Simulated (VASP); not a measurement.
```
Cd
1.0
    1.51205    -2.57482     0.00000
    1.51205     2.57482     0.00000
    0.00000     0.00000     5.72002
Cd
2
Direct
  0.33333   0.66667   0.25000
  0.67644   0.34311   0.75000
```

Calculation: PBE GGA, VASP's PBE PAW potentials (set 64) (plane waves; VASP). Run with EDIFF = 1E-3, 400 eV cut-off, 13×13×6 Γ-centred mesh, first-order Methfessel-Paxton smearing of 0.10 eV, potentials Cd.

Question: Give the stress tensor in GPa (positive for a compressed cell).

Answer: 
```
-0.24   0.06   0.00
 0.06   1.33   0.00
 0.00   0.00  -0.62
```
The pressure is its mean diagonal, 0.15 GPa.

The compound is Cd in the hcp structure. The cell was not relaxed at this level, atoms are displaced from their ideal sites. The run is one of a series of settings (EDIFF = 1E-3 against the base run), some of them coarse on purpose.
